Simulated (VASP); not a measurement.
Input:

```
CdRbF3
1.0
    4.33980     0.00000     0.00000
    0.00000     4.33980     0.00000
    0.00000     0.00000     4.33980
Rb Cd F
1 1 3
Direct
  0.00000   0.00000   0.00000
  0.50000   0.50000   0.50000
  0.00000   0.50000   0.50000
  0.50000   0.00000   0.50000
  0.50000   0.50000   0.00000
```

All values below come from LDA (Ceperley-Alder, Perdew-Zunger), VASP's LDA PAW potentials (set 64) (plane waves; VASP 6.6.1). Settings: 520 eV cut-off, 5×5×5 Γ-centred mesh, Gaussian smearing of 0.050 eV, potentials Rb_sv Cd F.

### Question
Estimate the energy per atom (σ→0).

### Answer

energy per atom (σ→0): -4.355 eV/atom

Only differences to runs with the same potentials and settings are physical.

The structure comes from a computed database's RbCdF3 entry (Pm-3m); how it stands against other phases isn't given here. It was relaxed first, which changed the volume by -6 %. The start is the result of an earlier pass.
